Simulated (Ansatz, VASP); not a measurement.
# AgF: VASP beside Ansatz

Wanted: the spread between two codes on one cell, functional and k mesh. The cell is generated by rule, not measured, and may not be a known phase. The cell is taken from a series of runs on this material, whose earlier steps may have relaxed, scaled, displaced or heated it; both programs get it as it stands.

Calculated with Ansatz 0.2.0; plane waves, with VASP 6.6.1 beside it; zone-centre phonons at PBEsol.

The structure was built from a prototype and need not be the compound's stable phase.

## (1) Set-up

Symmetry: P6_3/mmc, No. 194, hexagonal system. Conventional cell: a = 3.037 Å, b = 3.037 Å, c = 6.864 Å, α = 90.00°, β = 90.00°, γ = 120.00°. Ag has 6 F at 2.45 Å nearest. Nearest to F lie 6 Ag at 2.45 Å. Farther neighbours and most contacts between anions are not listed.

As a file:

```cif
data_structure
_symmetry_space_group_name_H-M 'P 1'
_symmetry_Int_Tables_number 1
_cell_length_a 3.0374
_cell_length_b 3.0374
_cell_length_c 6.8644
_cell_angle_alpha 90.000
_cell_angle_beta 90.000
_cell_angle_gamma 120.000
_cell_volume 54.84
loop_
_atom_site_label
_atom_site_type_symbol
_atom_site_fract_x
_atom_site_fract_y
_atom_site_fract_z
_atom_site_occupancy
Ag1 Ag 0.00000 0.00000 0.00000 1
Ag2 Ag 0.00000 0.00000 0.50000 1
F3 F 0.33333 0.66667 0.25000 1
F4 F 0.66667 0.33333 0.75000 1
```

## (2) VASP: zone-centre phonons, PBEsol

Second derivatives magnify differences that forces hide, and they need a tight electronic threshold.

Lines of VASP's logs that name or quote its potential files are left out, and so is its time.

Contents of INCAR:

```
SYSTEM = AgF
PREC = Accurate
ENCUT = 600
EDIFF = 1E-08
NELM = 120
ISMEAR = 1
SIGMA = 0.15
LREAL = .FALSE.
ALGO = Normal
GGA = PS
NBANDS = 24
LASPH = .TRUE.
LORBIT = 11
LWAVE = .FALSE.
LCHARG = .FALSE.
ISIF = 2
IBRION = 8
GGA_COMPAT = .FALSE.
KPAR = 2
```

Contents of POSCAR:

```
AgF
1.0
    3.0373942977      0.0000025774      0.0000000000
   -1.5186993809      2.6304593345      0.0000000000
    0.0000000000      0.0000000000      6.8643533922
Ag F
2 2
Direct
    0.0000000000      0.0000000000      0.0000000000
    0.0000000000      0.0000000000      0.5000000000
    0.3333333333      0.6666666667      0.2500000000
    0.6666666667      0.3333333333      0.7500000000
```

Contents of KPOINTS:

```
Automatic mesh
0
Gamma
15 15 6
0 0 0
```

Potentials, in the order of the species: Ag and F (PBE family, release 64).

Command:

```sh
$ mpirun -np 2 vasp_std
```

Numbers of over 12 decimals in the logs are rounded to 6 here.

What it wrote:

```text
[banner, memory and clock lines left out]
running    2 mpi-ranks, on    1 nodes
 distrk:  each k-point on    1 cores,    2 groups
 distr:  one band on    1 cores,    1 groups

 POSCAR found type information on POSCAR AgF
 POSCAR found :  2 types and       4 ions
|                                                                             |
|               ----> ADVICE to this user running VASP <----                  |
|                                                                             |
|     You enforced a specific xc type in the INCAR file but a different       |
|     [... a line on the potential file left out ...]
|     I HOPE YOU KNOW WHAT YOU ARE DOING!                                     |
|                                                                             |

 LDA part: xc-table for (Slater+PW92), standard interpolation
 POSCAR, INCAR and KPOINTS ok, starting setup
 FFT: planning ... GRIDC
 FFT: planning ... GRID_SOFT
 FFT: planning ... GRID
 WAVECAR not read
 entering main loop
       N       E                     dE             d eps       ncg     rms          rms(c)
DAV:   1     0.284268242284E+03    0.28427E+03   -0.21390E+04  5192   0.166E+03
DAV:   2    -0.294426796577E+01   -0.28721E+03   -0.27385E+03  5824   0.376E+02
DAV:   3    -0.154523480175E+02   -0.12508E+02   -0.12443E+02  5960   0.837E+01
DAV:   4    -0.155231972607E+02   -0.70849E-01   -0.70841E-01  5960   0.649E+00
DAV:   5    -0.155236119383E+02   -0.41468E-03   -0.41468E-03  6152   0.505E-01    0.864E+00
DAV:   6    -0.140487474968E+02    0.14749E+01   -0.55555E+00  6456   0.255E+01    0.693E+00
DAV:   7    -0.139795004676E+02    0.69247E-01   -0.56019E-01  5240   0.842E+00    0.451E+00
DAV:   8    -0.139622482254E+02    0.17252E-01   -0.31569E-01  6096   0.472E+00    0.136E+00
DAV:   9    -0.139449295373E+02    0.17319E-01   -0.38869E-02  6080   0.220E+00    0.305E-01
DAV:  10    -0.139448234158E+02    0.10612E-03   -0.66485E-03  5496   0.637E-01    0.684E-02
DAV:  11    -0.139448383924E+02   -0.14977E-04   -0.76648E-05  6352   0.731E-02    0.425E-02
DAV:  12    -0.139448303670E+02    0.80254E-05   -0.23244E-05  5600   0.602E-02    0.823E-03
DAV:  13    -0.139448305097E+02   -0.14273E-06   -0.37696E-06  6016   0.153E-02    0.268E-03
DAV:  14    -0.139448306260E+02   -0.11623E-06   -0.83239E-08  6016   0.269E-03    0.767E-04
DAV:  15    -0.139448306378E+02   -0.11823E-07   -0.22183E-08  4744   0.151E-03    0.143E-04
DAV:  16    -0.139448306447E+02   -0.68640E-08   -0.15434E-09  2984   0.351E-04
   1 F= -.13944831E+02 E0= -.13945856E+02  d E =0.307633E-02
 Linear response reoptimize wavefunctions to high precision
DAV:   1    -0.139448306460E+02   -0.12928E-08   -0.12654E-10  3056   0.101E-04
DAV:   2    -0.139448306459E+02    0.37289E-10   -0.14045E-11  2808   0.268E-05
 Linear response DOF=           4
 Linear response progress:
  Degree of freedom:   1/  4
       N       E                     dE             d eps       ncg     rms          rms(c)
RMM:   1    -0.296826409407E+00   -0.29683E+00   -0.20421E-01 26875   0.308E+00
RMM:   2    -0.293765893947E+00    0.30605E-02   -0.29541E-03 26819   0.341E-01    0.391E-02
RMM:   3    -0.293439030803E+00    0.32686E-03   -0.57561E-05 28517   0.478E-02    0.220E-02
RMM:   4    -0.293094308672E+00    0.34472E-03   -0.12727E-05 28792   0.233E-02    0.244E-03
RMM:   5    -0.293075008677E+00    0.19300E-04   -0.14764E-07 29478   0.237E-03    0.122E-03
RMM:   6    -0.293074222334E+00    0.78634E-06   -0.81088E-08 29381   0.164E-03    0.149E-04
RMM:   7    -0.293072594049E+00    0.16283E-05   -0.27554E-08 29017   0.293E-04    0.740E-05
RMM:   8    -0.293073244462E+00   -0.65041E-06   -0.19641E-08 29795   0.116E-04    0.932E-06
RMM:   9    -0.293073207949E+00    0.36513E-07   -0.47553E-08 29779   0.513E-05    0.369E-06
RMM:  10    -0.293073172247E+00    0.35701E-07   -0.33013E-08 26417   0.449E-05    0.787E-07
RMM:  11    -0.293073166790E+00    0.54571E-08   -0.17809E-08 16972   0.412E-05    0.304E-07
 first order change of Fermi-energy  -0.40344E-04
 force on displaced ion       1 direction 1 :  -0.743  -0.000   0.000
 Linear response progress:
  Degree of freedom:   2/  4
       N       E                     dE             d eps       ncg     rms          rms(c)
RMM:   1    -0.331403252456E+00   -0.33140E+00   -0.23328E-01 12724   0.321E+00
RMM:   2    -0.324217348536E+00    0.71859E-02   -0.49030E-03 10596   0.436E-01    0.713E-02
RMM:   3    -0.323581029095E+00    0.63632E-03   -0.29579E-04 11363   0.112E-01    0.547E-02
RMM:   4    -0.323351865409E+00    0.22916E-03   -0.20624E-04 11763   0.670E-02    0.233E-02
RMM:   5    -0.323122180582E+00    0.22968E-03   -0.92165E-05 11742   0.409E-02    0.653E-03
RMM:   6    -0.323158065922E+00   -0.35885E-04   -0.65096E-06 11457   0.760E-03    0.106E-03
RMM:   7    -0.323162568463E+00   -0.45025E-05   -0.14468E-06 11739   0.135E-03    0.628E-04
RMM:   8    -0.323167300099E+00   -0.47316E-05   -0.17713E-07 11555   0.108E-03    0.871E-05
RMM:   9    -0.323167241302E+00    0.58796E-07    0.83295E-08 11782   0.172E-04    0.457E-05
RMM:  10    -0.323166999393E+00    0.24191E-06    0.18785E-08 11489   0.140E-04    0.840E-06
RMM:  11    -0.323167048333E+00   -0.48940E-07    0.23209E-08 11872   0.576E-05    0.405E-06
RMM:  12    -0.323167076277E+00   -0.27943E-07   -0.38533E-08 11698   0.512E-05    0.838E-07
RMM:  13    -0.323167083290E+00   -0.70137E-08   -0.30382E-08  9367   0.463E-05    0.294E-07
 first order change of Fermi-energy  -0.68860E-04
 force on displaced ion       1 direction 3 :  -0.000  -0.000  -7.372
 Linear response progress:
  Degree of freedom:   3/  4
       N       E                     dE             d eps       ncg     rms          rms(c)
RMM:   1    -0.525129658073E+00   -0.52513E+00    0.76276E-01 41741   0.443E+00
RMM:   2    -0.523313070078E+00    0.18166E-02   -0.41815E-03 33095   0.484E-01    0.917E-02
RMM:   3    -0.524098411972E+00   -0.78534E-03   -0.11452E-04 31904   0.673E-02    0.541E-02
RMM:   4    -0.525167337332E+00   -0.10689E-02   -0.40830E-05 29995   0.459E-02    0.517E-03
RMM:   5    -0.525179555723E+00   -0.12218E-04   -0.10310E-06 34983   0.762E-03    0.203E-03
RMM:   6    -0.525138822924E+00    0.40733E-04   -0.13909E-07 32253   0.217E-03    0.505E-04
RMM:   7    -0.525141531699E+00   -0.27088E-05   -0.39622E-08 36099   0.681E-04    0.169E-04
RMM:   8    -0.525142170580E+00   -0.63888E-06   -0.28372E-08 32974   0.206E-04    0.312E-05
RMM:   9    -0.525141781629E+00    0.38895E-06    0.95283E-10 36295   0.704E-05    0.141E-05
RMM:  10    -0.525141650158E+00    0.13147E-06   -0.18545E-09 34444   0.438E-05    0.595E-06
RMM:  11    -0.525141625983E+00    0.24175E-07   -0.27758E-08 35027   0.349E-05    0.220E-06
RMM:  12    -0.525141635502E+00   -0.95189E-08   -0.17213E-08 29129   0.324E-05    0.607E-07
 first order change of Fermi-energy  -0.38288E-05
 force on displaced ion       3 direction 1 :  -0.370  -0.000   0.000
 Linear response progress:
  Degree of freedom:   4/  4
       N       E                     dE             d eps       ncg     rms          rms(c)
RMM:   1    -0.557932706339E+00   -0.55793E+00    0.86993E-01 13425   0.446E+00
RMM:   2    -0.556088350204E+00    0.18444E-02   -0.43913E-03 10606   0.510E-01    0.201E-01
RMM:   3    -0.556726991834E+00   -0.63864E-03   -0.34541E-04 10471   0.138E-01    0.888E-02
RMM:   4    -0.557298174603E+00   -0.57118E-03   -0.74973E-05  9659   0.558E-02    0.307E-02
RMM:   5    -0.557483976892E+00   -0.18580E-03   -0.96212E-06 10755   0.214E-02    0.664E-03
RMM:   6    -0.557415382267E+00    0.68595E-04   -0.12161E-06 11097   0.722E-03    0.697E-04
RMM:   7    -0.557422803435E+00   -0.74212E-05    0.15465E-07 11592   0.119E-03    0.314E-04
RMM:   8    -0.557422795904E+00    0.75304E-08   -0.37234E-09 11363   0.353E-04    0.389E-05
 first order change of Fermi-energy   0.18707E-03
 force on displaced ion       3 direction 3 :  -0.000   0.000  -5.358
 Linear response finished
```

From OUTCAR (step 2):

```text
ion  position               nearest neighbor table
   1  0.000  0.000  0.000-   3 2.45   4 2.45   4 2.45   3 2.45   4 2.45   3 2.45   2 3.43   2 3.43

  LATTYP: Found a hexagonal cell.
 ALAT       =     3.0373942977
 C/A-ratio  =     2.2599480737

 Subroutine GETGRP returns: Found 24 space group operations
 (whereof 12 operations were pure point group operations)

The static configuration has the point symmetry D_3d.
 The point group associated with its full space group is D_6h.

 Found    108 irreducible k-points:

   k-points           NKPTS =    108   k-points in BZ     NKDIM =    108   number of bands    NBANDS=     24

   dimension x,y,z NGX =    24 NGY =   24 NGZ =   56
   dimension x,y,z NGXF=    48 NGYF=   48 NGZF=  112

   ENCUT  =  600.0 eV  44.10 Ry    6.64 a.u.   6.07  6.07 13.71*2*pi/ulx,y,z

   NELECT =      36.0000    total number of electrons

 k-points in reciprocal lattice and weights: Automatic mesh
   0.00000000  0.00000000  0.00000000       0.001
   0.06666667  0.00000000  0.00000000       0.004
   0.13333333  0.00000000  0.00000000       0.004
   0.20000000  0.00000000  0.00000000       0.004
   0.26666667  0.00000000  0.00000000       0.004
   0.33333333  0.00000000  0.00000000       0.004
   0.40000000  0.00000000  0.00000000       0.004
   0.46666667  0.00000000  0.00000000       0.004
   0.06666667  0.06666667  0.00000000       0.004
[...]
0.33333333  0.26666667  0.50000000       0.009
   0.33333333  0.33333333  0.50000000       0.001

 average (electrostatic) potential at core
       1 -72.6706       2 -72.6706       3 -74.5468       4 -74.5468

  Total       -0.1304320     -0.1304320     -0.1680745     -0.0000000      0.0000000      0.0000000
  in kB       -3.8103265     -3.8103265     -4.9099809     -0.0000000      0.0000000      0.0000000
  external PRESSURE =      -4.1768779 kB  Pullay stress =       0.0000000 kB

  energy-cutoff  :      600.00
  volume of cell :       54.84
      direct lattice vectors                 reciprocal lattice vectors
     3.037394298  0.000002577  0.000000000     0.329229403  0.190081057  0.000000000
    -1.518699381  2.630459334  0.000000000    -0.000000323  0.380161555  0.000000000
     0.000000000  0.000000000  6.864353392     0.000000000  0.000000000  0.145680145

 POSITION                                       TOTAL-FORCE (eV/Angst)
 -----------------------------------------------------------------------------------
      0.00000      0.00000      0.00000         0.000000      0.000000      0.000000
      0.00000      0.00000      3.43218         0.000000      0.000000      0.000000
     -0.00000      1.75364      1.71609        -0.000000      0.000000      0.000000
      1.51870      0.87682      5.14827         0.000000     -0.000000     -0.000000
 -----------------------------------------------------------------------------------
    total drift:                               -0.000000      0.000000      0.000000

 Eigenvectors and eigenvalues of the dynamical matrix
 ----------------------------------------------------

   1 f  =    9.314523 THz    58.524872 2PiTHz  310.699035 cm-1    38.521753 meV
             X         Y         Z           dx          dy          dz
      0.000000  0.000000  0.000000     0.000000   -0.000000    0.000000
      0.000000  0.000000  3.432177     0.000000   -0.000000    0.000000
     -0.000001  1.753640  1.716088    -0.000000    0.000000   -0.707107
      1.518696  0.876821  5.148265    -0.000000    0.000000    0.707107

   2 f  =    7.759619 THz    48.755123 2PiTHz  258.833024 cm-1    32.091191 meV
             X         Y         Z           dx          dy          dz
      0.000000  0.000000  0.000000     0.000000   -0.000000    0.275249
      0.000000  0.000000  3.432177     0.000000   -0.000000    0.275249
     -0.000001  1.753640  1.716088    -0.000000    0.000000   -0.651335
      1.518696  0.876821  5.148265    -0.000000    0.000000   -0.651335

   3 f  =    4.927609 THz    30.961084 2PiTHz  164.367360 cm-1    20.378946 meV
             X         Y         Z           dx          dy          dz
      0.000000  0.000000  0.000000     0.000000   -0.000000   -0.707107
      0.000000  0.000000  3.432177    -0.000000    0.000000    0.707107
     -0.000001  1.753640  1.716088     0.000000    0.000000   -0.000000
      1.518696  0.876821  5.148265     0.000000    0.000000    0.000000

   4 f  =    3.482172 THz    21.879130 2PiTHz  116.152747 cm-1    14.401099 meV
             X         Y         Z           dx          dy          dz
      0.000000  0.000000  0.000000     0.067198    0.267461    0.000000
      0.000000  0.000000  3.432177     0.067198    0.267461    0.000000
     -0.000001  1.753640  1.716088    -0.158657   -0.631488   -0.000000
      1.518696  0.876821  5.148265    -0.158657   -0.631488    0.000000

   5 f  =    3.482172 THz    21.879130 2PiTHz  116.152747 cm-1    14.401099 meV
             X         Y         Z           dx          dy          dz
      0.000000  0.000000  0.000000    -0.267461    0.067198   -0.000000
      0.000000  0.000000  3.432177    -0.267461    0.067198   -0.000000
     -0.000001  1.753640  1.716088     0.631488   -0.158657   -0.000000
      1.518696  0.876821  5.148265     0.631488   -0.158657   -0.000000

   6 f  =    1.233229 THz     7.748608 2PiTHz   41.136098 cm-1     5.100224 meV
             X         Y         Z           dx          dy          dz
      0.000000  0.000000  0.000000     0.172312    0.685791   -0.000000
      0.000000  0.000000  3.432177    -0.172312   -0.685791   -0.000000
     -0.000001  1.753640  1.716088     0.000000    0.000000   -0.000000
      1.518696  0.876821  5.148265     0.000000   -0.000000   -0.000000

   7 f  =    1.233229 THz     7.748608 2PiTHz   41.136098 cm-1     5.100224 meV
             X         Y         Z           dx          dy          dz
      0.000000  0.000000  0.000000     0.685791   -0.172312    0.000000
      0.000000  0.000000  3.432177    -0.685791    0.172312    0.000000
     -0.000001  1.753640  1.716088    -0.000000   -0.000000   -0.000000
      1.518696  0.876821  5.148265    -0.000000    0.000000    0.000000

   8 f/i=    0.011445 THz     0.071913 2PiTHz    0.381773 cm-1     0.047334 meV
             X         Y         Z           dx          dy          dz
      0.000000  0.000000  0.000000     0.625011   -0.182511   -0.000000
      0.000000  0.000000  3.432177     0.625011   -0.182511   -0.000000
     -0.000001  1.753640  1.716088     0.264718   -0.077301   -0.000000
      1.518696  0.876821  5.148265     0.264718   -0.077301   -0.000000

   9 f/i=    0.011445 THz     0.071913 2PiTHz    0.381773 cm-1     0.047334 meV
             X         Y         Z           dx          dy          dz
      0.000000  0.000000  0.000000     0.182511    0.625011   -0.000000
      0.000000  0.000000  3.432177     0.182511    0.625011   -0.000000
     -0.000001  1.753640  1.716088     0.077301    0.264718   -0.000000
      1.518696  0.876821  5.148265     0.077301    0.264718   -0.000000

  10 f/i=    0.019263 THz     0.121036 2PiTHz    0.642560 cm-1     0.079667 meV
             X         Y         Z           dx          dy          dz
      0.000000  0.000000  0.000000    -0.000000   -0.000000   -0.651335
      0.000000  0.000000  3.432177    -0.000000   -0.000000   -0.651335
     -0.000001  1.753640  1.716088    -0.000000   -0.000000   -0.275249
      1.518696  0.876821  5.148265    -0.000000   -0.000000   -0.275249

  11 f/i=    0.877964 THz     5.516409 2PiTHz   29.285721 cm-1     3.630965 meV
             X         Y         Z           dx          dy          dz
      0.000000  0.000000  0.000000     0.000000    0.000000    0.000000
      0.000000  0.000000  3.432177     0.000000    0.000000    0.000000
     -0.000001  1.753640  1.716088    -0.685796    0.172288    0.000000
      1.518696  0.876821  5.148265     0.685796   -0.172288    0.000000

  12 f/i=    0.877964 THz     5.516409 2PiTHz   29.285721 cm-1     3.630965 meV
             X         Y         Z           dx          dy          dz
      0.000000  0.000000  0.000000     0.000000   -0.000000    0.000000
      0.000000  0.000000  3.432177     0.000000   -0.000000    0.000000
     -0.000001  1.753640  1.716088    -0.172288   -0.685796    0.000000
      1.518696  0.876821  5.148265     0.172288    0.685796    0.000000

 ELASTIC MODULI CONTR FROM IONIC RELAXATION (kBar)
 Direction    XX          YY          ZZ          XY          YZ          ZX
 --------------------------------------------------------------------------------
 XX          -0.0000      0.0000     -0.0000      0.0000      0.0000      0.0000
 YY           0.0000      0.0000      0.0000     -0.0000     -0.0000     -0.0000
 ZZ           0.0000      0.0000     -0.0000      0.0000      0.0000      0.0000
 XY           0.0000     -0.0000      0.0000     -0.0000      0.0000      0.0000
 YZ           0.0000     -0.0000      0.0000      0.0000     -0.0000     -0.0000
 ZX           0.0000     -0.0000      0.0000      0.0000     -0.0000     -0.0000
 --------------------------------------------------------------------------------
```

(Continued in part 2 of 2.)

[Lines on the potential files, build, host, timing and source positions are cut from VASP's logs without a mark.]

[Logs are printed without paths, hosts, clocks, repeated set-up lines and the standing remarks that a program may print on its own settings, such as how far it seeks lower states.]

[Hosts, paths, dates, database ids (printed as entryN), source tags and the programs' standing remarks are cut or masked in the printed files.]
